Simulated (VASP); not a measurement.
Computed with r2SCAN meta-GGA, VASP's PBE PAW potentials (set 64) (plane waves; VASP 6.6.1).

A VASP calculation is set up with these files.

**POSCAR**
```
Gd
1.0
 -2.0239440000   2.0239440000   2.0239440000
  2.0239440000  -2.0239440000   2.0239440000
  2.0239440000   2.0239440000  -2.0239440000
Gd
1
Direct
  0.0000000000   0.0000000000   0.0000000000
```

**INCAR**
```
SYSTEM = Gd
PREC = Accurate
ENCUT = 400
EDIFF = 1E-6
NELM = 100
ALGO = Normal
LREAL = .FALSE.
LASPH = .TRUE.
ISMEAR = 1
SIGMA = 0.1
METAGGA = R2SCAN
LMIXTAU = .TRUE.
LMAXMIX = 6
LWAVE = .FALSE.
LCHARG = .FALSE.
IBRION = 2
ISIF = 3
NSW = 60
EDIFFG = -0.01
```

KPOINTS:
```
Automatic
0
G
  11 11 11
```

POTCAR, in this order: Gd_3 (PBE.64 set). Program: vasp_std.

The 4f electrons are frozen in the core of the lanthanide potential, so 4f levels, which can set the real gap, and their magnetism are missing.

Task: What does the run give for the energy per atom (σ→0), volume per atom, band gap (on the k-mesh)?

Result: 
```json
{
  "energy per atom (σ→0)": "-30.490 eV/atom",
  "band gap (on the k-mesh)": "none (metal, semimetal or under 0.01 eV)",
  "volume_per_atom": "33.07 Å³/atom"
}
```

### OSZICAR
```
...
   1 F= -.30490103E+02 E0= -.30490402E+02  d E =-.304901E+02
       N       E                     dE             d eps       ncg     rms          rms(c)
DAV:   1    -0.304904135567E+02   -0.31163E-03   -0.69378E-03   896   0.701E-01    0.902E-02
DAV:   2    -0.304901914659E+02    0.22209E-03   -0.31287E-04   920   0.178E-01    0.421E-02
DAV:   3    -0.304901252046E+02    0.66261E-04   -0.31823E-04   960   0.151E-01    0.227E-02
DAV:   4    -0.304901401132E+02   -0.14909E-04   -0.11766E-05  1032   0.395E-02    0.163E-02
DAV:   5    -0.304901393659E+02    0.74730E-06   -0.45519E-06  1256   0.227E-02
   2 F= -.30490139E+02 E0= -.30490460E+02  d E =-.364445E-04
```

The structure was generated: Gd was put into the bcc type (Im-3m), which need not be its known phase. This run relaxes it. Symmetry was kept, so distortions that lower it aren't found.
